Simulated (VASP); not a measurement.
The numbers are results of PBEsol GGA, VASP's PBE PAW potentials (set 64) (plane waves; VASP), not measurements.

A VASP calculation is set up with these files.

POSCAR:
```
Ni3Si
1
    3.4580520000     0.0000000000     0.0000000000
    0.0000000000     3.4580520000     0.0000000000
    0.0000000000     0.0000000000     3.4580520000
Si Ni
1 3
Direct
  0.0000000000   0.0000000000   0.0000000000
  0.0000000000   0.5000000000   0.5000000000
  0.5000000000   0.0000000000   0.5000000000
  0.5000000000   0.5000000000   0.0000000000
```

KPOINTS:
```
kpoints
0
G
7 7 7
```

INCAR:
```
SYSTEM  =  Ni3Si
PREC  =  Accurate; ENCUT  =  300; LREAL  =  F
LASPH  =  T
EDIFF  =  1E-6; NELM  =  100; ALGO  =  Normal
LMAXMIX  =  4
ISMEAR  =  0; SIGMA  =  0.1
GGA  =  PS
IBRION  =  2; NSW  =  50; ISIF  =  3
EDIFFG  =  -0.01
LWAVE  =  F; LCHARG  =  F
```

POTCAR, in this order: Si Ni (PBE.64 set). Program: vasp_std.

At this cut-off the stress carries a Pulay error, which pulls relaxed volumes low.

Predict the energy per atom (σ→0), volume per atom, band gap (on the k-mesh).

```yaml
energy per atom (σ→0): -6.580 eV/atom
band gap (on the k-mesh): none (metal, semimetal or under 0.01 eV)
volume_per_atom: 10.36 Å^3/atom
```

### OSZICAR
```
...
DAV:   1    -0.263262596718E+02   -0.48396E-02   -0.53565E-02   855   0.355E+00    0.590E-01
DAV:   2    -0.263253971283E+02    0.86254E-03   -0.55621E-02   959   0.382E+00    0.433E-01
DAV:   3    -0.263217688297E+02    0.36283E-02   -0.14781E-02   944   0.202E+00    0.902E-02
DAV:   4    -0.263216698686E+02    0.98961E-04   -0.48913E-04   848   0.151E-01    0.243E-02
DAV:   5    -0.263216592470E+02    0.10622E-04   -0.23230E-05  1022   0.551E-02    0.143E-02
DAV:   6    -0.263216568972E+02    0.23498E-05   -0.68698E-06  1132   0.228E-02    0.371E-03
DAV:   7    -0.263216567652E+02    0.13206E-06   -0.65429E-07   455   0.739E-03
   3 F= -.26321657E+02 E0= -.26318569E+02  d E =-.939829E-04
```

The structure is a typed Ni3Si crystal. This run relaxes it. Symmetry was kept, so distortions that lower it aren't found. The run is one of a series of settings (EDIFFG = -0.01, IBRION = 2, ISIF = 3, NSW = 50 against the base run), some of them coarse on purpose. The run is not spin-polarised, so no magnetic state was tried.
